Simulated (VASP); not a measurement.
All values below come from PBE GGA, VASP's PBE PAW potentials (set 64) (plane waves; VASP).

Input for VASP

**KPOINTS**
```
Automatic
0
G
5 5 4
```

File POSCAR:
```
Se
1.0
  2.2316450000  -3.8457880000   0.0000000000
  2.2316450000   3.8457880000   0.0000000000
  0.0000000000   0.0000000000   5.0809300000
Se
3
Direct
  0.0000000000   0.2250000000   0.6666670000
  0.7750000000   0.7750000000   0.0000000000
  0.2459850000   0.0209850000   0.3333330000
```

**INCAR**
```
SYSTEM = Se
PREC = Accurate
ENCUT = 400
EDIFF = 1E-6
NELM = 100
ALGO = Normal
LREAL = .FALSE.
LASPH = .FALSE.
ISMEAR = 0
SIGMA = 0.05
GGA = PE
LMAXMIX = 4
LWAVE = .FALSE.
LCHARG = .FALSE.
ISIF = 2
```

POTCAR, in this order: Se (PBE.64 set). Program: vasp_std.

What VASP printed:

OUTCAR:
```
 ion  position               nearest neighbor table
   1  0.000  0.225  0.667-   3 2.42   2 2.43
   2  0.775  0.775  0.000-   1 2.43   3 2.49
   3  0.246  0.021  0.333-   1 2.42   2 2.49
  LATTYP: Found a base centered orthorhombic cell.
 ALAT       =     4.4632900000
 B/A-ratio  =     1.7232973882
 C/A-ratio  =     1.1383822248
 Subroutine PRICEL returns:
 Original cell was already a primitive cell.
 Subroutine GETGRP returns: Found  1 space group operations
The static configuration has the point symmetry C_1 .
The dynamic configuration has the point symmetry C_1 .
 Subroutine INISYM returns: Found  1 space group operations
 Subroutine IBZKPT returns following result:
 Found     51 irreducible k-points:

 Following reciprocal coordinates:
            Coordinates               Weight
  0.000000  0.000000  0.000000      1.000000
  0.200000  0.000000  0.000000      2.000000
  0.000000  0.200000  0.000000      2.000000
  0.400000 -0.000000  0.000000      2.000000
 -0.000000  0.400000  0.000000      2.000000
  0.200000  0.200000  0.000000      2.000000
  0.400000  0.200000  0.000000      2.000000
  0.200000  0.400000  0.000000      2.000000
 -0.400000  0.200000  0.000000      2.000000
  0.200000 -0.400000  0.000000      2.000000
 -0.200000  0.200000  0.000000      2.000000
  0.400000  0.400000  0.000000      2.000000
 -0.400000  0.400000  0.000000      2.000000
  0.000000  0.000000  0.250000      2.000000
  0.200000  0.000000  0.250000      2.000000
 -0.200000 -0.000000  0.250000      2.000000
  0.000000  0.200000 -0.250000      2.000000
 -0.000000 -0.200000 -0.250000      2.000000
  0.400000 -0.000000  0.250000      2.000000
 -0.400000  0.000000  0.250000      2.000000
 -0.000000  0.400000 -0.250000      2.000000
  0.000000 -0.400000 -0.250000      2.000000
  0.200000  0.200000  0.250000      2.000000
 -0.200000 -0.200000  0.250000      2.000000
  0.400000  0.200000  0.250000      2.000000
 -0.400000 -0.200000  0.250000      2.000000
  0.200000  0.400000 -0.250000      2.000000
 -0.200000 -0.400000 -0.250000      2.000000
 -0.400000  0.200000  0.250000      2.000000
  0.400000 -0.200000  0.250000      2.000000
  0.200000 -0.400000 -0.250000      2.000000
 -0.200000  0.400000 -0.250000      2.000000
 -0.200000  0.200000  0.250000      2.000000
  0.200000 -0.200000  0.250000      2.000000
  0.400000  0.400000  0.250000      2.000000
 -0.400000 -0.400000  0.250000      2.000000
 -0.400000  0.400000  0.250000      2.000000
  0.400000 -0.400000  0.250000      2.000000
  0.000000  0.000000  0.500000      1.000000
  0.200000  0.000000  0.500000      2.000000
   k-points           NKPTS =     51   k-points in BZ     NKDIM =     51   number of bands    NBANDS=     13
   number of dos      NEDOS =    301   number of ions     NIONS =      3
   total plane-waves  NPLWV =  32400
   dimension x,y,z NGX =    30 NGY =   30 NGZ =   36
   dimension x,y,z NGXF=    60 NGYF=   60 NGZF=   72
   ions per type =               3
   PREC   = accura    normal or accurate (medium, high low for compatibility)
   ISTART =      0    job   : 0-new  1-cont  2-samecut
   ICHARG =      2    charge: 1-file 2-atom 10-const
   ISPIN  =      1    spin polarized calculation?
   LNONCOLLINEAR =      F non collinear calculations
   LSORBIT =      F    spin-orbit coupling
   INIWAV =      1    electr: 0-lowe 1-rand  2-diag
   ENCUT  =  400.0 eV  29.40 Ry    5.42 a.u.   7.25  7.25  8.29*2*pi/ulx,y,z
   NELM   =    100;   NELMIN=  2; NELMDL= -5     # of ELM steps
   EDIFF  = 0.1E-05   stopping-criterion for ELM
...
```

OSZICAR:
```
       N       E                     dE             d eps       ncg     rms          rms(c)
DAV:   1     0.769518446830E+02    0.76952E+02   -0.61544E+03  1326   0.915E+02
DAV:   2    -0.519152448822E+01   -0.82143E+02   -0.78954E+02  1794   0.163E+02
DAV:   3    -0.105102911875E+02   -0.53188E+01   -0.52897E+01  1511   0.486E+01
DAV:   4    -0.105605902002E+02   -0.50299E-01   -0.50259E-01  1596   0.559E+00
DAV:   5    -0.105610455293E+02   -0.45533E-03   -0.45531E-03  1616   0.521E-01    0.615E+00
DAV:   6    -0.104884515982E+02    0.72594E-01   -0.44505E-02  1451   0.153E+00    0.377E+00
DAV:   7    -0.104641568755E+02    0.24295E-01   -0.85172E-02  1421   0.210E+00    0.201E-01
DAV:   8    -0.104635688000E+02    0.58808E-03   -0.10354E-02  1381   0.712E-01    0.103E-01
DAV:   9    -0.104637210624E+02   -0.15226E-03   -0.33574E-04  1706   0.141E-01    0.316E-02
DAV:  10    -0.104637538538E+02   -0.32791E-04   -0.54842E-05  1416   0.563E-02    0.739E-03
DAV:  11    -0.104637572188E+02   -0.33650E-05   -0.72798E-06  1536   0.185E-02    0.427E-03
DAV:  12    -0.104637574345E+02   -0.21574E-06   -0.15387E-06  1008   0.915E-03
   1 F= -.10463757E+02 E0= -.10463757E+02  d E =-.323375E-16
```

**OUTCAR**
```
------------------------ aborting loop because EDIFF is reached ----------------------------------------
  FORCE on cell =-STRESS in cart. coord.  units (eV):
  Direction    XX          YY          ZZ          XY          YZ          ZX
  --------------------------------------------------------------------------------------
  Total       -0.8699296     -0.4943553     -0.8432597      0.2562261      0.1509554     -0.2285891
  in kB      -15.9812608     -9.0816777    -15.4913139      4.7070655      2.7731643     -4.1993540
  external PRESSURE =     -13.5180842 kB  Pullay stress =       0.0000000 kB
  volume of cell :       87.21
      direct lattice vectors                 reciprocal lattice vectors
     2.231645000 -3.845788000  0.000000000     0.224049972 -0.130012367  0.000000000
     2.231645000  3.845788000  0.000000000     0.224049972  0.130012367  0.000000000
     0.000000000  0.000000000  5.080930000     0.000000000  0.000000000  0.196814363
 POSITION                                       TOTAL-FORCE (eV/Angst)
 -----------------------------------------------------------------------------------
      0.50212      0.86530      3.38729        -0.032313     -0.183276      0.007658
      3.45905      0.00000      0.00000         0.469039     -0.079663      0.077686
      0.59578     -0.86530      1.69364        -0.436725      0.262939     -0.085344
 -----------------------------------------------------------------------------------
    total drift:                                0.000050     -0.000037      0.000028
  FREE ENERGIE OF THE ION-ELECTRON SYSTEM (eV)
  ---------------------------------------------------
  free  energy   TOTEN  =       -10.4637574345 eV

  energy  without entropy=      -10.4637574345  energy(sigma->0) =      -10.46375743
```
(Selected blocks of OUTCAR.)

### OUTCAR
```
 val. band max:        2.0134656622   @ k =   0.4000   0.2000   0.5000

 cond. band min:       2.9971752044   @ k =   0.0000   0.0000   0.5000


 Fermi energy:         2.2896128521

 k-point     1 :       0.0000    0.0000    0.0000
  band No.  band energies     occupation
      1     -13.2176      2.00000
      2      -9.6019      2.00000
      3      -9.4515      2.00000
      4      -1.6358      2.00000
      5      -1.4669      2.00000
      6      -1.4131      2.00000
      7       0.2246      2.00000
      8       0.3415      2.00000
      9       1.6996      2.00000
     10       3.6210      0.00000
     11       3.7562      0.00000
     12       4.1609      0.00000
     13       8.1040      0.00000

 k-point     2 :       0.2000    0.0000    0.0000
  band No.  band energies     occupation
      1     -13.0770      2.00000
      2      -9.7394      2.00000
      3      -9.4392      2.00000
      4      -2.2833      2.00000
      5      -1.8797      2.00000
      6      -1.2504      2.00000
      7       0.3036      2.00000
      8       0.5707      2.00000
      9       1.4425      2.00000
     10       3.7338      0.00000
     11       3.8050      0.00000
     12       4.3934      0.00000
     13       8.3027      0.00000

 k-point     3 :       0.0000    0.2000    0.0000
  band No.  band energies     occupation
      1     -13.0823      2.00000
      2      -9.6716      2.00000
      3      -9.4997      2.00000
      4      -2.2505      2.00000
      5      -1.8827      2.00000
      6      -1.3002      2.00000
      7       0.2750      2.00000
      8       0.6511      2.00000
      9       1.4560      2.00000
     10       3.6060      0.00000
     11       3.8137      0.00000
     12       4.4444      0.00000
     13       8.2528      0.00000

 k-point     4 :       0.4000   -0.0000    0.0000
  band No.  band energies     occupation
      1     -12.8081      2.00000
      2     -10.0253      2.00000
      3      -9.4189      2.00000
...
```

The compound is Se in the trig structure. The cell was not relaxed at this level, atoms are displaced from their ideal sites. The run is one of a series of settings (LASPH = .FALSE. against the base run), some of them coarse on purpose.
